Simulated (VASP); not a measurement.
# Mg2C (Fm-3m) in VASP: a series of runs

The runs below take Mg2C through single point, relaxation of cell and atoms, with PBE.

Program: VASP 6.6.1. These are calculated values, not measurements. Logs are shortened: lines on timing, memory, paths and dates and some standing lists are left out, and cuts for length are marked.

### 1 The crystal as given

It takes space group Fm-3m (No. 225, cubic). Conventional cell: a = 5.460 Å, b = 5.460 Å, c = 5.460 Å, α = 90.00°, β = 90.00°, γ = 90.00°. Around C (site symmetry m-3m) lie 8 Mg at 2.36 Å. Around Mg (site symmetry -43m) lie 4 C at 2.36 Å.

The cell was built by a generator and needn't be a form met in nature.

### 2 Single point, PBE

File INCAR:

```
SYSTEM = Mg2C
PREC = Accurate ; ENCUT = 520
EDIFF = 1E-6 ; ISMEAR = -1
SIGMA = 0.02 ; LREAL = .False.
LASPH = .True. ; NELM = 80
ALGO = Normal ; ISIF = 2
LWAVE = .False. ; LCHARG = .False.
GGA = PE ; NBANDS = 11
```

File KPOINTS:

```
regular mesh
0
Gamma
  8 8 8
  0 0 0
```

File POSCAR:

```
Mg2C
1.0
    0.0000000000      2.7298509973      2.7298509973
    2.7298509973      0.0000000000      2.7298509973
    2.7298509973      2.7298509973      0.0000000000
C Mg
1 2
Direct
    0.0000000000      0.0000000000      0.0000000000
    0.2500000000      0.2500000000      0.2500000000
    0.7500000000      0.7500000000      0.7500000000
```

Potentials or basis: VASP PAW PBE potentials, release 64 (C, Mg).

The run is started by

```console
$ cat potpaw_PBE.64/C/POTCAR potpaw_PBE.64/Mg/POTCAR > POTCAR
$ mpirun -np 1 vasp_std > vasp.out
```

OUTCAR:

```text
SYSTEM = Mg2C
   PREC = Accurate
   ENCUT = 520
   EDIFF = 1E-6
   ISMEAR = -1
   LREAL = .False.
   LASPH = .True.
   NELM = 80
   ISIF = 2
   GGA = PE

 ion  position               nearest neighbor table
   1  0.000  0.000  0.000-   3 2.36   3 2.36   3 2.36   2 2.36   3 2.36   2 2.36   2 2.36   2 2.36

   2  0.250  0.250  0.250-   1 2.36   1 2.36   1 2.36   1 2.36   3 2.73   3 2.73   3 2.73   3 2.73
                             3 2.73   3 2.73
   3  0.750  0.750  0.750-   1 2.36   1 2.36   1 2.36   1 2.36   2 2.73   2 2.73   2 2.73   2 2.73
                             2 2.73   2 2.73

  LATTYP: Found a face centered cubic cell.
 ALAT       =     5.4597019946

  Lattice vectors:

 A1 = (   0.0000000000,   2.7298509973,   2.7298509973)
 A2 = (   2.7298509973,   0.0000000000,   2.7298509973)
 A3 = (   2.7298509973,   2.7298509973,   0.0000000000)

Analysis of symmetry for initial positions (statically):
=====================================================================
 Subroutine PRICEL returns:
 Original cell was already a primitive cell.

 Routine SETGRP: Setting up the symmetry group for a
 face centered cubic supercell.

 Subroutine GETGRP returns: Found 48 space group operations
 (whereof 48 operations were pure point group operations)
 out of a pool of 48 trial point group operations.

The static configuration has the point symmetry O_h .

Analysis of symmetry for dynamics (positions and initial velocities):
=====================================================================
 Subroutine PRICEL returns:
 Original cell was already a primitive cell.

 Routine SETGRP: Setting up the symmetry group for a
 face centered cubic supercell.

 Subroutine GETGRP returns: Found 48 space group operations
 (whereof 48 operations were pure point group operations)
 out of a pool of 48 trial point group operations.

The dynamic configuration has the point symmetry O_h .

 Subroutine INISYM returns: Found 48 space group operations
 (whereof 48 operations are pure point group operations),
 and found     1 'primitive' translations

----------------------------------------------------------------------------------------

                                     Primitive cell

  volume of cell :      40.6862

  direct lattice vectors                    reciprocal lattice vectors
     0.000000000  2.729850997  2.729850997    -0.183160180  0.183160180  0.183160180
     2.729850997  0.000000000  2.729850997     0.183160180 -0.183160180  0.183160180
     2.729850997  2.729850997  0.000000000     0.183160180  0.183160180 -0.183160180

  length of vectors
[... 92 lines left out ...]
   POTIM  = 0.5000    time-step for ionic-motion
   TEBEG  =    0.0;   TEEND  =   0.0 temperature during run
   PSTRESS=    0.0 pullay stress
   NELECT =       8.0000    total number of electrons
   NUPDOWN=      -1.0000    fix difference up-down
   EMIN   =  10.00;   EMAX   =-10.00  energy-range for DOS
   EFERMI =   0.00;   METHOD = LEGACY
   ISMEAR =    -1;   SIGMA  =   0.02  broadening in eV -4-tet -1-fermi 0-gaus
   EFERMI_NEDOS =   21; number of points for ismear=-14 and -15
   IALGO  =     38    algorithm
   IMIX   =      4    mixing-type and parameters
     AMIX     =   0.40;   BMIX     =  1.00
     AMIX_MAG =   1.60;   BMIX_MAG =  1.00
  volume/ion in A,a.u.               =      13.56        91.52
  Fermi-wavevector in a.u.,A,eV,Ry     =   0.951968  1.798960 12.330197  0.906244
  Thomas-Fermi vector in A             =   2.080488
   LORBIT       =      0    0 simple, 1 ext, 2 COOP (PROOUT), +10 PAW based schemes
   GGA     = PE    functional components
   LHFCALC =     F    Hartree Fock is set to
   AEXX    =    0.0000 exact exchange contribution
   IVDW    =     0    specifies the selected vdW correction
   LEPSILON=     F    determine dielectric tensor
   LRPA    =     F    only Hartree local field effects (RPA)
 non-spin polarized calculation
  energy-cutoff  :      520.00
  volume of cell :       40.69
 maximum number of plane-waves:      1108
 NGX is ok and might be reduce to    30
   NGX = 15   NGY = 15   NGZ = 15

 number of electron       8.0000001 magnetization

 Free energy of the ion-electron system (eV)
  ---------------------------------------------------
  ext. energy  EPLUGINS =         0.00000000
  ---------------------------------------------------
  free energy    TOTEN  =       -11.48558283 eV

  energy without entropy =      -11.48558283  energy(sigma->0) =      -11.48558283

 E-fermi :   4.0130     XC(G=0):  -9.8624

 val. band max:        3.6396547538   @ k =   0.0000   0.0000   0.0000
 cond. band min:       4.3741954923   @ k =   0.5000   0.5000   0.0000
 fundamental gap:      0.7345407385
 Fermi energy:         4.0129993584

 k-point     1 :       0.0000    0.0000    0.0000
  band No.  band energies     occupation
      1      -6.9783      2.00000
      2       3.6397      2.00000
      3       3.6397      2.00000
      4       3.6397      2.00000
      5       5.0031      0.00000
      6      10.1260      0.00000
      7      10.1260      0.00000
      8      10.1260      0.00000
      9      13.2239      0.00000
     10      13.2239      0.00000
     11      14.1620      0.00000
[... 309 lines left out ...]
 k-point    24 :      -0.3750    0.2500    0.1250
  band No.  band energies     occupation
      1      -5.2493      2.00000
      2      -0.5441      2.00000
      3       1.6787      2.00000
      4       2.6111      2.00000
      5       7.2528      0.00000
      6       8.3268      0.00000
      7      10.5919      0.00000
      8      10.7694      0.00000
      9      13.1456      0.00000
     10      14.0184      0.00000
     11      16.7197      0.00000

 [... further k-points ...]
[... 5 lines left out ...]
  --------------------------------------------------------------------------------------
  -------------------------------------------------------------------------------------
  Total       -0.0442772     -0.0442772     -0.0442772     -0.0000000      0.0000000     -0.0000000
  in kB       -1.7435877     -1.7435877     -1.7435877     -0.0000000      0.0000000     -0.0000000
  external PRESSURE =      -1.7435877 kB  Pullay stress =       0.0000000 kB

 VOLUME and BASIS-vectors are now :
 -----------------------------------------------------------------------------
  energy-cutoff  :      520.00
  volume of cell :       40.69
      direct lattice vectors                 reciprocal lattice vectors
     0.000000000  2.729850997  2.729850997    -0.183160180  0.183160180  0.183160180
     2.729850997  0.000000000  2.729850997     0.183160180 -0.183160180  0.183160180
     2.729850997  2.729850997  0.000000000     0.183160180  0.183160180 -0.183160180

 POSITION                                       TOTAL-FORCE (eV/Angst)
 -----------------------------------------------------------------------------------
      0.00000      0.00000      0.00000        -0.000000     -0.000000     -0.000000
      1.36493      1.36493      1.36493        -0.000000     -0.000000     -0.000000
      4.09478      4.09478      4.09478         0.000000      0.000000      0.000000
 -----------------------------------------------------------------------------------
    total drift:                                0.000000     -0.000000     -0.000000

  FREE ENERGIE OF THE ION-ELECTRON SYSTEM (eV)
  ---------------------------------------------------
  free  energy   TOTEN  =       -11.4855828299 eV

  energy  without entropy=      -11.4855828298  energy(sigma->0) =      -11.48558283
```

OSZICAR:

```text
N       E                     dE             d eps       ncg     rms          rms(c)
DAV:   1     0.761883745323E+01    0.76188E+01   -0.31225E+03   638   0.597E+02
DAV:   2    -0.123033254114E+02   -0.19922E+02   -0.17895E+02   849   0.794E+01
DAV:   3    -0.137949577513E+02   -0.14916E+01   -0.14875E+01   752   0.203E+01
DAV:   4    -0.138060648795E+02   -0.11107E-01   -0.11106E-01   721   0.217E+00
DAV:   5    -0.138061321118E+02   -0.67232E-04   -0.67232E-04   764   0.168E-01    0.698E+00
DAV:   6    -0.115245554521E+02    0.22816E+01   -0.14539E+01   730   0.139E+01    0.215E+00
DAV:   7    -0.115070765830E+02    0.17479E-01   -0.18408E-01   674   0.263E+00    0.144E+00
DAV:   8    -0.114898569185E+02    0.17220E-01   -0.65846E-02   656   0.193E+00    0.680E-01
DAV:   9    -0.114864971707E+02    0.33597E-02   -0.44777E-03   725   0.345E-01    0.392E-01
DAV:  10    -0.114855748792E+02    0.92229E-03   -0.36476E-03   680   0.290E-01    0.135E-02
DAV:  11    -0.114855822023E+02   -0.73231E-05   -0.31951E-05   728   0.379E-02    0.100E-02
DAV:  12    -0.114855832361E+02   -0.10338E-05   -0.12488E-06   518   0.628E-03    0.585E-03
DAV:  13    -0.114855828299E+02    0.40613E-06   -0.18401E-06   394   0.543E-03
   1 F= -.11485583E+02 E0= -.11485583E+02  d E =-.132637E-09
```

Wall time 27 s (1 thread of AMD EPYC, shared host); peak memory 0.14 GiB.

Results:

* Free energy: -11.4856 eV
* Pressure: -0.2 GPa
* Band gap on the k mesh: 0.73 eV, indirect (least direct gap 1.36 eV)

### 3 Relaxation of cell and atoms, PBE

This run uses another cell than the first one, of 10.07 Å³/atom, 0.742 times its volume.

File INCAR:

```
SYSTEM = Mg2C
ALGO = Normal
EDIFF = 1E-6
EDIFFG = -0.005
ENCUT = 600
GGA = PE
IBRION = 2
ISIF = 3
ISMEAR = -1
LASPH = .True.
LCHARG = .False.
LREAL = .False.
LWAVE = .False.
NELM = 60
NSW = 80
PREC = Accurate
SIGMA = 0.02
```

File KPOINTS:

```
k-points
0
Gamma
  8 8 8
  0 0 0
```

File POSCAR:

```
Mg2C
1.0
    0.0000000000      2.4719090117      2.4719090117
    2.4719090117      0.0000000000      2.4719090117
    2.4719090117      2.4719090117      0.0000000000
C Mg
1 2
Direct
    0.0000000000      0.0000000000      0.0000000000
    0.2500000000      0.2500000000      0.2500000000
    0.7500000000      0.7500000000      0.7500000000
```

Potentials or basis: VASP PAW PBE potentials, release 64 (C, Mg).

The run is started by

```console
$ cat potpaw_PBE.64/C/POTCAR potpaw_PBE.64/Mg/POTCAR > POTCAR
$ mpirun -np 1 vasp_std > vasp.out
```

It took 55 s on 1 thread of AMD EPYC, shared host; peak memory 0.13 GiB.

It converged, with:

```yaml
Free_energy: -11.4837 eV
Relaxed_volume: 13.53 Å³/atom
Relaxed_cell: a = 3.858 Å, b = 3.858 Å, c = 3.858 Å, α = 60.00°, β = 60.00°, γ = 60.00°
Space_group_after_relaxing_to_0.05_Å: Fm-3m (No. 225)
Energy_gained_by_relaxing: 416.0 meV/atom
Ionic_steps: 5
Pressure_after_relaxing: 0.0 GPa
Band_gap_on_the_k_mesh: 0.73 eV, indirect (least direct gap 1.38 eV)
```

The path:
| step | energy change (eV) | largest force (eV/Å) | pressure (GPa) | volume (Å³) |
| --- | --- | --- | --- | --- |
| 1 | 0.0000 | 0.0000 | 49.20 | 30.21 |
| 2 | -1.0887 | 0.0000 | -8.80 | 45.84 |
| 3 | -1.2476 | 0.0000 | 0.47 | 40.40 |
| 4 | -1.2479 | 0.0000 | -0.07 | 40.64 |
| 5 | -1.2479 | 0.0000 | 0.01 | 40.60 |

Final structure:
```
C Mg
1.0
     0.00000    2.72798    2.72798
     2.72798    0.00000    2.72798
     2.72798    2.72798    0.00000
C Mg
1 2
Direct
  0.00000 0.00000 0.00000
  0.25000 0.25000 0.25000
  0.75000 0.75000 0.75000
```

Levels at points of the mesh, in eV from the valence-band top:
| k point | band 1 | band 2 | band 3 | band 4 | band 5 | band 6 | band 7 | band 8 |
| --- | --- | --- | --- | --- | --- | --- | --- | --- |
| (0.00, 0.00, 0.00) | -10.63 | 0.00 | 0.00 | 0.00 | 1.38 | 6.50 | 6.50 | 6.50 |
| (0.50, 0.00, 0.00) | -9.13 | -4.70 | -0.42 | -0.42 | 3.32 | 5.55 | 5.55 | 5.83 |
| (0.50, 0.50, 0.00) | -8.65 | -4.01 | -1.52 | -1.52 | 0.73 | 4.02 | 8.82 | 9.22 |

Caveat: the volume moved by over 15 % at a fixed basis, so the end points are rough.
